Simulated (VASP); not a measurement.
Given:

```
CELL_PARAMETERS angstrom
      3.53033     0.00000     0.00000
      0.00000     3.53033     0.00000
      0.00000     0.00000     3.53033
ATOMIC_POSITIONS crystal
  Ni 0.50000 0.00000 0.50000
  Ni 0.00000 0.50000 0.50000
  Ni 0.50000 0.50000 0.00000
  Ge 0.00000 0.00000 0.00000
```

Computed with r2SCAN meta-GGA with spin-orbit coupling, VASP's PBE PAW potentials (set 64) (plane waves; VASP). Numerical set-up: 400 eV cut-off, 9×9×9 Γ-centred mesh, Gaussian smearing of 0.050 eV, potentials Ni Ge_d.

Question: Give the energies of bands 35 to 48 at the high-symmetry points, in eV from the Fermi level.

Answer: 
```
band      Γ      X      M      R
----  -----  -----  -----  -----
35    -0.98  -1.34  -1.48  -1.44
36    -0.98  -1.34  -1.48  -1.44
37    -0.68  -1.27  -1.27  -1.20
38    -0.68  -1.27  -1.27  -1.20
39    -0.68  -1.20  -1.14  -1.20
40    -0.68  -1.20  -1.14  -1.20
41    -0.34  -0.62  -0.95  -0.55
42    -0.34  -0.62  -0.95  -0.55
43     0.00   0.05  -0.92  -0.26
44     0.00   0.05  -0.92  -0.26
45     0.08   3.70   0.63  -0.19
46     0.08   3.70   0.63  -0.19
47     0.08   3.81   0.65  -0.19
48     0.08   3.81   0.65  -0.19
```

It has no gap at this level: it comes out as a metal or semimetal.

The structure comes from a computed database's Ni3Ge entry (Pm-3m); how it stands against other phases isn't given here. The cell was not relaxed at this level.
